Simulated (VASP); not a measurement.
Set up this calculation in VASP 6.6.1, as the native input.

* Task: relaxation of the atoms
* Functional: PBEsol
* Potentials or basis: VASP PAW PBE potentials, release 64 (Al)
* Cutoff: 520 eV
* k mesh: 15 × 15 × 1
* Occupations: methfessel-paxton, width 0.1 eV
* Spin: no spin polarisation
* Dipole correction: yes
* Further INCAR settings: ALGO = Normal; EDIFF = 1e-06; IBRION = 2; EDIFFG = -0.02; NSW = 80

The structure of Al lies in POSCAR:

```
Al
1.0
    2.8394891000      0.0000000000      0.0000000000
   -1.4197445500      2.4590697000      0.0000000000
    0.0000000000      0.0000000000     26.5921657200
Al
6
Direct
    0.6666666700      0.3333333300      0.2820379500
    0.3333333300      0.6666666700      0.3692227700
    0.0000000000      0.0000000000      0.4564075900
    0.6666666700      0.3333333300      0.5435924100
    0.3333333300      0.6666666700      0.6307772300
    0.0000000000      0.0000000000      0.7179620500
```

One way to write it, as run:

INCAR

```
PREC = Accurate
ENCUT = 520
EDIFF = 1E-6
ISMEAR = 1
SIGMA = 0.1
LREAL = F
LASPH = T
NELM = 80
ALGO = Normal
ISIF = 2
LWAVE = F
LCHARG = F
LDIPOL = T
IDIPOL = 3
DIPOL = 0.5 0.5 0.500
GGA = PS
IBRION = 2
NSW = 80
EDIFFG = -0.02
KPAR = 2
```

KPOINTS

```
regular mesh
0
Gamma
  15 15 1
```

Potentials or basis: VASP PAW PBE potentials, release 64 (Al).

Run with:

```bash
$ cat potpaw_PBE.64/Al/POTCAR > POTCAR
$ mpirun -np 2 vasp_std > vasp.out
```

Results of the run:

```yaml
Energy_gained_by_relaxing: 0.2 meV/atom
Ionic_steps: 7
Largest_force_after_relaxing: 0.005 eV/Å
Band_gap_on_the_k_mesh: none (metal or under the smearing width)
```

Caveat: the PAW data sets were made with another functional, which shifts forces and pressure a little.

Run time: 82 s on 2 MPI ranks on Intel(R) Xeon(R) 6975P-C (Granite Rapids) (shared host), peak memory 0.33 GiB a rank.
